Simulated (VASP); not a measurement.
Energy against volume of NaF (rock salt). All values below come from vdW-DF-cx, VASP's PBE PAW potentials (set 64) (plane waves; VASP 6.6.1). Settings: 520 eV cut-off, 10×10×10 Γ-centred mesh, Gaussian smearing of 0.050 eV, potentials Na_pv F.

```
V (Å³/atom)  E (eV/atom)
-----------  -----------
12.403          -2.23653
12.786          -2.23920
13.170          -2.23857
13.554          -2.23519
```

Fit these four points and predict the energy of the run at 12.019 Å³/atom.

A cubic in V^(−2/3), the third-order Birch-Murnaghan form, passes through the four points with V0 = 12.90 Å³/atom and B0 = 44 GPa, and gives -2.2299 eV/atom there. The run gave -2.2300 eV/atom, -0.1 meV/atom from the fit; all five points give B0 = 44 GPa.

The compound is NaF in the rock salt structure. It was relaxed first.
